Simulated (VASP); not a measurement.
Ag:

```
CELL_PARAMETERS angstrom
0.00000 2.02576 2.02576
2.02576 0.00000 2.02576
2.02576 2.02576 0.00000
ATOMIC_POSITIONS crystal
Ag 0.00000 0.00000 0.00000
```

Program: VASP 6.6.1. Alike in all runs: no spin polarisation; cell as given; k mesh 16 × 16 × 16; cutoff (eV) 520; smearing methfessel-paxton 0.1 eV. Hardware: 4 MPI ranks on Intel(R) Xeon(R) Platinum 8259CL CPU @ 2.50GHz (Skylake/Cascade Lake) (shared host).

Problem. Order these runs on this cell by their wall time, lowest first.
A. task band structure; level r2SCAN; potentials or basis VASP PAW PBE potentials, release 64 (Ag)
B. task band structure; level LDA; potentials or basis VASP PAW LDA potentials, release 64 (Ag)
C. task density of states; level PBE; potentials or basis VASP PAW PBE potentials, release 64 (Ag); k mesh for the DOS 24 × 24 × 24; occupations for the DOS tetrahedron

Solution. B (5.9 s), C (12 s), A (28 s).
